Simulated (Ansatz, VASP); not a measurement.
# Cross-check of Ru4F (F/Ru(0001)) between VASP and Ansatz

Wanted: the spread between two codes on one cell, functional and k mesh. The structure shown is the start of the Ansatz relaxation below; VASP solves that cell, so the two are compared at the walk's first step.

Method: plane waves, with VASP 6.6.1 beside it; single point at PBE, in Ansatz 0.2.0.

### Step 1. The starting structure

The cell holds 5 atoms: 4 Ru and 1 F. Cell: a = 2.700 Å, b = 2.700 Å, c = 25.775 Å, α = 90.0°, β = 90.0°, γ = 60.0°. Vacuum lies along c.

### Step 2. Ansatz: relaxation, PBE

Ansatz runs on its default PAW (the set named soft_2) files.

The two programs are compared at the cell with which this relaxation starts, whose forces are those of its first step.

Input file input.yaml:

```yaml
crystal:
  lattice:
    - [2.7, 0.0, 0.0]
    - [1.35, 2.3382685902, 0.0]
    - [0.0, 0.0, 25.7748146342]
  atoms:
    - { symbol: Ru, position: [0.6666666667, 0.6666666667, 0.3491780689] }
    - { symbol: Ru, position: [0.0, 0.0, 0.4321427781] }
    - { symbol: Ru, position: [0.6666666667, 0.6666666667, 0.5158597237] }
    - { symbol: Ru, position: [0.0, 0.0, 0.5967572406] }
    - { symbol: F, position: [0.3333333333, 0.3333333333, 0.6508219311] }
kpoints:
  mp_grid: { grid: [12, 12, 1] }
hamiltonian:
  xc: pbe
scf:
  occupations: { method: fermi_dirac, width: 0.1 }
  convergence: { dr2_threshold: 1.0e-08 }
efield:
  axis: 3
  dipole_correction: true
  ramp_position: 0.97
  ramp_width: 0.06
relax:
  f_tol: 0.02
  max_steps: 60
  constraints: [{ sites: [0, 1] }]
output:
  write_potential: true
  write_density: true
  volumetric_format: npy
```

The run is started by

```
$ ansatz run input.yaml --threads 4 --pin off --max-ram 6144MiB --backend cpu --events-out ev --progress --plain --runs-dir out
```

Numbers of over 12 decimals in the logs are rounded to 6 here.

The log of the run:

```text
Engine: ansatz 0.2.0, x86_64-unknown-linux-gnu
Pseudopotentials: kind: paw
Pseudopotential: Ru, paw, valence charge 16, recommended cutoff 420 eV (normal), Ru.paw.azcp
Pseudopotential: F, paw, valence charge 7, recommended cutoff 420 eV (normal), F.paw.azcp
Functional definition: PBE
  parameter kappa = 0.804
  parameter beta = 0.066725
  exchange = pbe_x(kappa = kappa, mu = beta*pi^2/3)
  correlation = pbe_c(beta = beta)
Crystal: 5 atoms, lattice volume = 162.725 Å³
Basis set: ecut = 420 eV, 3213 PW (Γ), exchange–correlation on 40×40×360 points (8 copies of the dense FFT grid, shifted against one another)
Bands: 43, of which v1, the nominal top of the filled ones, is band 36 counted from 1 (35 counted from 0)
Symmetry: 6 space group operations
Space group: P3m1 (ITA 156), of the structure as read, at distance tolerance 5.5e-5 Å
k-points: 19 of 144 (time reversal used)
Non-local potential: Ru, projectors of the file, l = 0: 3, l = 1: 2, l = 2: 2, l = 3: 1
Non-local potential: F, projectors of the file, l = 0: 2, l = 1: 2, l = 2: 1
PAW form: soft (Blöchl's): semilocal exchange-correlation on the pseudo side does not see the compensation charge
PAW one-centre angular grid: Ru, 590 points (default); XC on 64 Gauss nodes
PAW one-centre angular grid: F, 110 points (default); XC on 64 Gauss nodes
Initial density: superposition of atomic densities (neutral atoms: chi_scale 0, normalization atom), corrected by the library's trained network
Initial wavefunctions: pseudopotential atomic-orbital guess
Functional: x = pbe(κ = 0.804, μ = 0.219515), c = pbe(β = 0.066725)
SCF iter   1: F=—  HF=-24320.584476 eV  |F-HF|=—  |Δ(HF+E_count)|=         —  Δρ=1.81e-2  dr2=5.87e0  ethr=1.77e-3  p=0.007 e·Å  D=8.32e-3 V/Å  ΔV_dip=-0.21 eV  dr2_dipole=1.66e0  V_vac-E_F(+/−)=4.62/4.83 eV  ⟨swp⟩=8.0  Hψ=3628  notcnv=0
efield: sawtooth ramp at fractional position 0.9700 (set: `efield.ramp_position`, or a place that a band, a saddle search or an elastic batch's reference lends), width 0.0600; the density the first Hamiltonian is built on has a dipole p = 0.007 e·Å; the dipole correction subtracts the counter field D = 8.32e-3 V/Å, which shifts the + side's vacuum level by -0.21 eV against the − side's; the planar-averaged density in the ramp window peaks in size at 2.9e-5 e/Å³
preconditioner: auto → LDOS  [metal: Δε(μ)=0.011 eV  Ē_g=6.699 eV  σ=0.100 eV  W_gap=0.03  n_scr=18 (ndim 8)  ℏωp=18.2 eV  f_vac=0.589  D(μ)=5.59/eV (n_scr^D=20)  β→1.0]
SCF iter   2: F=—  HF=-24320.493475 eV  |F-HF|=—  |Δ(HF+E_count)|=   9.10e-2  Δρ=6.18e-3  dr2=2.24e-1  ethr=1.77e-3  p=-0.032 e·Å  D=-3.53e-2 V/Å  ΔV_dip=0.91 eV  dr2_dipole=5.77e-2  V_vac-E_F(+/−)=5.84/4.93 eV  ⟨swp⟩=2.0  Hψ=1053  notcnv=0
SCF iter   3: F=—  HF=-24320.494624 eV  |F-HF|=—  |Δ(HF+E_count)|=   1.15e-3  Δρ=3.60e-3  dr2=5.51e-2  ethr=3.16e-4  p=-0.026 e·Å  D=-2.85e-2 V/Å  ΔV_dip=0.73 eV  dr2_dipole=4.88e-3  V_vac-E_F(+/−)=5.76/5.03 eV  ⟨swp⟩=2.0  Hψ=1310  notcnv=0
SCF iter   4: F=—  HF=-24320.487435 eV  |F-HF|=—  |Δ(HF+E_count)|=   7.19e-3  Δρ=1.41e-3  dr2=5.28e-3  ethr=7.76e-5  p=-0.032 e·Å  D=-3.51e-2 V/Å  ΔV_dip=0.90 eV  dr2_dipole=4.76e-4  V_vac-E_F(+/−)=5.92/5.01 eV  ⟨swp⟩=2.1  Hψ=1276  notcnv=0
SCF iter   5: F=—  HF=-24320.486625 eV  |F-HF|=—  |Δ(HF+E_count)|=   8.10e-4  Δρ=4.86e-4  dr2=9.29e-4  ethr=7.44e-6  p=-0.032 e·Å  D=-3.53e-2 V/Å  ΔV_dip=0.91 eV  dr2_dipole=1.40e-5  V_vac-E_F(+/−)=5.93/5.02 eV  ⟨swp⟩=2.9  Hψ=1483  notcnv=0
SCF iter   6: F=—  HF=-24320.486652 eV  |F-HF|=—  |Δ(HF+E_count)|=   2.65e-5  Δρ=2.44e-4  dr2=2.49e-4  ethr=1.31e-6  p=-0.032 e·Å  D=-3.56e-2 V/Å  ΔV_dip=0.92 eV  dr2_dipole=4.19e-8  V_vac-E_F(+/−)=5.94/5.03 eV  ⟨swp⟩=2.2  Hψ=1119  notcnv=0
SCF iter   7: F=—  HF=-24320.486643 eV  |F-HF|=—  |Δ(HF+E_count)|=   8.49e-6  Δρ=1.11e-4  dr2=3.90e-5  ethr=3.50e-7  p=-0.032 e·Å  D=-3.60e-2 V/Å  ΔV_dip=0.93 eV  dr2_dipole=1.49e-6  V_vac-E_F(+/−)=5.95/5.03 eV  ⟨swp⟩=2.0  Hψ=1138  notcnv=0
SCF iter   8: F=—  HF=-24320.486655 eV  |F-HF|=—  |Δ(HF+E_count)|=   1.20e-5  Δρ=4.44e-5  dr2=7.03e-6  ethr=5.49e-8  p=-0.032 e·Å  D=-3.61e-2 V/Å  ΔV_dip=0.93 eV  dr2_dipole=5.23e-7  V_vac-E_F(+/−)=5.96/5.03 eV  ⟨swp⟩=2.5  Hψ=1290  notcnv=0
SCF iter   9: F=—  HF=-24320.486658 eV  |F-HF|=—  |Δ(HF+E_count)|=   2.72e-6  Δρ=1.06e-5  dr2=4.43e-7  ethr=9.90e-9  p=-0.033 e·Å  D=-3.62e-2 V/Å  ΔV_dip=0.93 eV  dr2_dipole=2.96e-9  V_vac-E_F(+/−)=5.96/5.03 eV  ⟨swp⟩=2.2  Hψ=1192  notcnv=0
SCF iter  10: F=—  HF=-24320.486658 eV  |F-HF|=—  |Δ(HF+E_count)|=   3.34e-7  Δρ=4.23e-6  dr2=4.37e-8  ethr=6.24e-10  p=-0.033 e·Å  D=-3.62e-2 V/Å  ΔV_dip=0.93 eV  dr2_dipole=5.23e-11  V_vac-E_F(+/−)=5.96/5.03 eV  ⟨swp⟩=2.6  Hψ=1406  notcnv=0
[...]
SCF iter   1: F=—  HF=-24320.731015 eV  |F-HF|=—  |Δ(HF+E_count)|=         —  Δρ=1.69e-3  dr2=3.42e-3  ethr=5.22e-4  p=-0.089 e·Å  D=-9.90e-2 V/Å  ΔV_dip=2.55 eV  dr2_dipole=9.54e-5  V_vac-E_F(+/−)=7.57/5.02 eV  ⟨swp⟩=2.2  Hψ=1192  notcnv=0
efield: sawtooth ramp at fractional position 0.9700 (set: `efield.ramp_position`, or a place that a band, a saddle search or an elastic batch's reference lends), width 0.0600; the density the first Hamiltonian is built on has a dipole p = -0.089 e·Å; the dipole correction subtracts the counter field D = -9.90e-2 V/Å, which shifts the + side's vacuum level by +2.55 eV against the − side's; the planar-averaged density in the ramp window peaks in size at 3.7e-6 e/Å³
preconditioner: auto → LDOS  [metal: Δε(μ)=0.033 eV  Ē_g=6.213 eV  σ=0.100 eV  W_gap=0.08  n_scr=18 (ndim 8)  ℏωp=18.2 eV  f_vac=0.581  D(μ)=5.61/eV (n_scr^D=20)  β→1.0]
SCF iter   2: F=—  HF=-24320.730592 eV  |F-HF|=—  |Δ(HF+E_count)|=   4.23e-4  Δρ=5.99e-4  dr2=1.46e-3  ethr=4.82e-6  p=-0.089 e·Å  D=-9.87e-2 V/Å  ΔV_dip=2.54 eV  dr2_dipole=1.23e-4  V_vac-E_F(+/−)=7.57/5.02 eV  ⟨swp⟩=2.7  Hψ=1775  notcnv=0
SCF iter   3: F=—  HF=-24320.730494 eV  |F-HF|=—  |Δ(HF+E_count)|=   9.80e-5  Δρ=2.63e-4  dr2=1.79e-4  ethr=2.06e-6  p=-0.088 e·Å  D=-9.80e-2 V/Å  ΔV_dip=2.53 eV  dr2_dipole=1.67e-6  V_vac-E_F(+/−)=7.55/5.02 eV  ⟨swp⟩=2.2  Hψ=1179  notcnv=0
SCF iter   4: F=—  HF=-24320.730485 eV  |F-HF|=—  |Δ(HF+E_count)|=   8.87e-6  Δρ=1.59e-4  dr2=6.01e-5  ethr=2.52e-7  p=-0.088 e·Å  D=-9.77e-2 V/Å  ΔV_dip=2.52 eV  dr2_dipole=4.49e-7  V_vac-E_F(+/−)=7.54/5.02 eV  ⟨swp⟩=3.4  Hψ=1678  notcnv=0
SCF iter   5: F=—  HF=-24320.730479 eV  |F-HF|=—  |Δ(HF+E_count)|=   6.00e-6  Δρ=3.44e-5  dr2=4.49e-6  ethr=8.46e-8  p=-0.088 e·Å  D=-9.76e-2 V/Å  ΔV_dip=2.52 eV  dr2_dipole=2.22e-8  V_vac-E_F(+/−)=7.54/5.02 eV  ⟨swp⟩=2.3  Hψ=1307  notcnv=0
SCF iter   6: F=—  HF=-24320.730480 eV  |F-HF|=—  |Δ(HF+E_count)|=   1.04e-6  Δρ=1.30e-5  dr2=6.30e-7  ethr=6.32e-9  p=-0.088 e·Å  D=-9.76e-2 V/Å  ΔV_dip=2.51 eV  dr2_dipole=5.83e-8  V_vac-E_F(+/−)=7.54/5.02 eV  ⟨swp⟩=2.6  Hψ=1339  notcnv=0
SCF iter   7: F=—  HF=-24320.730480 eV  |F-HF|=—  |Δ(HF+E_count)|=   1.83e-7  Δρ=5.53e-6  dr2=1.28e-7  ethr=8.87e-10  p=-0.088 e·Å  D=-9.76e-2 V/Å  ΔV_dip=2.51 eV  dr2_dipole=3.82e-8  V_vac-E_F(+/−)=7.54/5.02 eV  ⟨swp⟩=2.7  Hψ=1321  notcnv=0
SCF iter   8: F=—  HF=-24320.730480 eV  |F-HF|=—  |Δ(HF+E_count)|=   1.03e-7  Δρ=1.59e-6  dr2=1.86e-8  ethr=1.81e-10  p=-0.088 e·Å  D=-9.76e-2 V/Å  ΔV_dip=2.51 eV  dr2_dipole=3.30e-9  V_vac-E_F(+/−)=7.54/5.02 eV  ⟨swp⟩=2.5  Hψ=1285  notcnv=0
SCF iter   9: F=-24320.730480 eV  HF=-24320.730480 eV  |F-HF|=1.00e-8  |Δ(HF+E_count)|=   2.82e-8  Δρ=5.08e-7  dr2=8.49e-10  ethr=1.41e-11  p=-0.088 e·Å  D=-9.76e-2 V/Å  ΔV_dip=2.51 eV  dr2_dipole=2.66e-10  V_vac-E_F(+/−)=7.54/5.02 eV  ⟨swp⟩=10.8  Hψ=6150  notcnv=0
SCF 4 converged in 9 iterations: F = -24320.730480 eV  dr2 = 8.49e-10
relax step   4: F+E_penalty+E_count = -24320.73048002 eV  Δ(F+E_penalty+E_count) = -8.600e-4 eV  max|allowed force component| = 1.802e-3 eV/Å  Δτ_max = 0.0165 Å  (9 SCF iters, accepted)
NSCF: frozen V_eff on 19 k-points
the band table was solved once a step of the walk had ended and its energy, with any forces and stress, was formed, with the checks that follow a solve (3806 applications of the Hamiltonian). They found nothing against the state; the energy, forces and stress were not computed again (output.eigenvalues in the input reference)
WARN: The output density's exchange-correlation potential varies sharply where the density is thin. Do not read a vacuum level from v_tot or v_xc, or from such a field of the output density. On a cell that repeats whose density bears no net charge and no dipole along the vacuum's axis use v_es (v_loc + v_h of the components); under efield.dipole_correction with no amplitude use v_es + v_field, which holds any externa [...]
SCF converged after 9 iterations
Free energy (F): -24320.730480 eV
Harris-Foulkes:  -24320.730480 eV  (|F-HF|=1.00e-8)
Internal energy: -24320.553066 eV  (E = F + TS)
E sigma→0 (E₀):  -24320.641773 eV
Entropy (-TS):   -0.177414 eV (-35.483 meV/atom)
Fermi energy:    4.248721 eV
Dipole field:    D = -0.097529 V/Å  (p = -0.087705 e·Å, saw-weighted, corrected)
Work function:   Φ+ = 7.5360 eV   Φ− = 5.0223 eV
Levels:          The Fermi level and band energies are counted from a zero that moves with the ramp; work functions are not
--- Per-component energies (eV) ---
  E_band       = -1484.982214
  E_kinetic    = 2259.736236
  E_local      = -131502.272635  (includes V_loc(G=0)·N_el)
  E_nonlocal   = 1447.985144
  E_hartree    = 64159.641387
  E_xc         = -839.206245
  E_vxc        = -1055.404446  (∫ρ·V_xc dr)
  E_paw        = -14043.516109  (= ΣΔE_a)
  E_vpaw       = -952.893570  (= ΣTr[D̂ρ^β])
  E_aug_tail   = 0.001252  (compensation charges beyond the density's cutoff)
  E_efield     = 0.004277  (sawtooth field / dipole correction)
  E_vefield    = -1.413594  (∫n·V_field dr)
  E_ewald      = 54197.073627
  E_smearing   = -0.177414  (= −TS)
  E_closure    = 0.000000  (closes the sum)
  Σ components = -24320.730480   (vs F -24320.730480, Δ=0.00e0)
--- Forces (eV/Å), atoms counted from 1 ---
  atom   1  Ru     0.00000000     0.00000000     0.41636998
  atom   2  Ru    -0.00000000     0.00000000    -0.41324522
  atom   3  Ru     0.00000000    -0.00000000    -0.00180228
  atom   4  Ru    -0.00000000     0.00000000    -0.00127901
  atom   5  F      0.00000000     0.00000000    -0.00005324
  max |Σ_I F_I| component: 9.77e-6 eV/Å
--- Band table (eV; the first three rows and the last of 19) ---
  k-point 0: bands = [... 32 lower, 2.3717, 2.3717, 2.8648, 3.3108, 3.3108, 4.2703, 4.2703, 4.9049, ... 3 higher]
  k-point 1: bands = [... 32 lower, 2.3036, 2.4959, 2.7815, 3.2164, 3.2875, 3.9564, 4.2349, 4.4135, ... 3 higher]
  k-point 2: bands = [... 32 lower, 2.5536, 2.5554, 2.9050, 2.9291, 3.4236, 3.5550, 4.2013, 4.6359, ... 3 higher]
  k-point 18: bands = [... 32 lower, 3.0502, 3.3702, 4.1377, 4.8754, 4.9875, 5.3049, 5.3506, 5.3854, ... 3 higher]
--- Relaxed structure (4 steps of the walk, 4 accepted, 0 SCFs on fresh bases) ---
  F+E_penalty+E_count = -24320.73048002 eV   max|allowed force component| = 1.802e-3 eV/Å
  atoms:
    - { symbol: Ru, position: [0.666667, 0.666667, 0.349178] }
    - { symbol: Ru, position: [-1.850371707762447e-17, -1.8503717077624474e-17, 0.432143] }
    - { symbol: Ru, position: [0.666667, 0.666667, 0.516883] }
    - { symbol: Ru, position: [-1.8228747937119278e-17, -1.8503717077624474e-17, 0.597146] }
    - { symbol: F, position: [0.333333, 0.333333, 0.658381] }
```

### Step 3. VASP: single point, PBE, start cell

The same cell, functional, mesh and smearing now go to VASP, with its own data sets.

Lines of VASP's logs that name or quote its potential files are left out, and so is its time.

Input file INCAR:

```
SYSTEM = Ru4F
PREC = Accurate
ENCUT = 520
EDIFF = 1E-06
NELM = 120
ISMEAR = -1
SIGMA = 0.1
LREAL = .FALSE.
ALGO = Normal
GGA = PE
NBANDS = 39
LASPH = .TRUE.
LORBIT = 11
LWAVE = .FALSE.
LCHARG = .FALSE.
ISIF = 2
LDIPOL = .TRUE.
IDIPOL = 3
DIPOL = 0.5 0.5 0.51
LVHAR = .TRUE.
GGA_COMPAT = .FALSE.
NELMDL = -8
KPAR = 2
```

Input file POSCAR:

```
Ru4F
1.0
    2.7000000000      0.0000000000      0.0000000000
    1.3500000000      2.3382685902      0.0000000000
    0.0000000000      0.0000000000     25.7748146342
Ru F
4 1
Direct
    0.6666666374      0.6666667251      0.3491780689
    0.9999999708      0.0000000585      0.4321427781
    0.6666666374      0.6666667251      0.5158597332
    0.9999999708      0.0000000585      0.5967572306
    0.3333333041      0.3333333918      0.6508219453
```

Input file KPOINTS:

```
Automatic mesh
0
Gamma
12 12 1
0 0 0
```

PAW data sets: Ru_pv and F (PBE family, release 64).

The run is started by

```
$ mpirun -np 2 vasp_std
```

The log of the run:

```text
[banner, memory and clock lines left out]
running    2 mpi-ranks, on    1 nodes
 distrk:  each k-point on    1 cores,    2 groups
 distr:  one band on    1 cores,    1 groups

 POSCAR found type information on POSCAR RuF
 POSCAR found :  2 types and       5 ions
 LDA part: xc-table for (Slater+PW92), standard interpolation
 POSCAR, INCAR and KPOINTS ok, starting setup
 FFT: planning ... GRIDC
 FFT: planning ... GRID_SOFT
 FFT: planning ... GRID
 WAVECAR not read
 entering main loop
       N       E                     dE             d eps       ncg     rms          rms(c)
DAV:   1     0.647344479340E+03    0.64734E+03   -0.39152E+04  1882   0.151E+03
DAV:   2    -0.153537224141E+02   -0.66270E+03   -0.63510E+03  1650   0.448E+02
DAV:   3    -0.417021820255E+02   -0.26348E+02   -0.25653E+02  1776   0.862E+01
DAV:   4    -0.423119125401E+02   -0.60973E+00   -0.60881E+00  1729   0.119E+01
DAV:   5    -0.423296781936E+02   -0.17766E-01   -0.17763E-01  1974   0.180E+00
DAV:   6    -0.423301724979E+02   -0.49430E-03   -0.49430E-03  1820   0.268E-01
DAV:   7    -0.423301845209E+02   -0.12023E-04   -0.12023E-04  2018   0.412E-02
DAV:   8    -0.423301847759E+02   -0.25507E-06   -0.25530E-06  1301   0.582E-03    0.271E+01
DAV:   9    -0.488653500732E+02   -0.65352E+01   -0.56638E+01  1674   0.508E+01    0.372E+01
DAV:  10    -0.464714398981E+02    0.23939E+01   -0.70232E+01  1824   0.444E+01    0.241E+01
DAV:  11    -0.747152670669E+02   -0.28244E+02   -0.16072E+02  2083   0.798E+01    0.491E+01
DAV:  12    -0.480314162189E+02    0.26684E+02   -0.27777E+01  1850   0.221E+01    0.281E+01
DAV:  13    -0.423451492542E+02    0.56863E+01   -0.41969E+01  1697   0.341E+01    0.164E+01
DAV:  14    -0.398083976154E+02    0.25368E+01   -0.16980E+01  1792   0.208E+01    0.975E+00
[...]
DAV:  30    -0.388826260160E+02   -0.26866E-04   -0.39933E-05  1679   0.362E-02    0.229E-02
DAV:  31    -0.388826583824E+02   -0.32366E-04   -0.92216E-06  1378   0.207E-02    0.183E-02
DAV:  32    -0.388826779005E+02   -0.19518E-04   -0.87219E-06  1482   0.240E-02    0.167E-02
DAV:  33    -0.388826859466E+02   -0.80462E-05   -0.29824E-06  1161   0.808E-03    0.142E-02
DAV:  34    -0.388826912803E+02   -0.53337E-05   -0.40979E-06  1380   0.184E-02    0.320E-03
DAV:  35    -0.388826930636E+02   -0.17832E-05   -0.87349E-07   969   0.518E-03    0.165E-03
DAV:  36    -0.388826946212E+02   -0.15576E-05   -0.13307E-07   839   0.198E-03    0.134E-03
DAV:  37    -0.388826955975E+02   -0.97628E-06   -0.10254E-07   930   0.152E-03
   1 F= -.38882696E+02 E0= -.38794707E+02  d E =-.175978E+00
```

(Part 1 of 2 ends here.)

[Lines on the potential files, build, host, timing and source positions are cut from VASP's logs without a mark.]

[Logs are printed without paths, hosts, clocks, repeated set-up lines and the standing remarks that a program may print on its own settings, such as how far it seeks lower states.]

[Hosts, paths, dates, database ids (printed as entryN), source tags and the programs' standing remarks are cut or masked in the printed files.]
